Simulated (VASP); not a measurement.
Data:

```
CELL_PARAMETERS angstrom
      1.58000    -2.73664     0.00000
      1.58000     2.73664     0.00000
      0.00000     0.00000    12.30000
ATOMIC_POSITIONS crystal
  Mo 0.33333 0.66667 0.25000
  Mo 0.66667 0.33333 0.75000
  S  0.33333 0.66667 0.87900
  S  0.66667 0.33333 0.37900
  S  0.66667 0.33333 0.12100
  S  0.33333 0.66667 0.62100
```

Calculation: PBEsol GGA, VASP's PBE PAW potentials (set 64) (plane waves; VASP). Run with 400 eV cut-off, 9×9×2 Γ-centred mesh, Gaussian smearing of 0.050 eV, potentials Mo_sv S.

Without a dispersion term in the relaxation, distances and binding between the weakly bound layers, chains or molecules are unreliable, and so is what depends on them.

The ions, cell shape and volume are relaxed. What does this cell relax into?

```
CELL_PARAMETERS angstrom
      1.56932    -2.71815     0.00000
      1.56932     2.71815     0.00000
      0.00000     0.00000    12.39740
ATOMIC_POSITIONS crystal
  Mo 0.33333 0.66667 0.25000
  Mo 0.66667 0.33333 0.75000
  S  0.33333 0.66667 0.87581
  S  0.66667 0.33333 0.37581
  S  0.66667 0.33333 0.12419
  S  0.33333 0.66667 0.62419
```
Space group P6_3/mmc (194), at a tolerance of 0.03 Å.

How do energy and volume change from the first to the last step?

The energy (σ→0) changes by -9.2 meV/atom and the volume by -0.6 %, in 16 ionic steps.

The compound is MoS2 in the 2H layered structure. This run relaxes it. Symmetry was kept, so distortions that lower it aren't found.
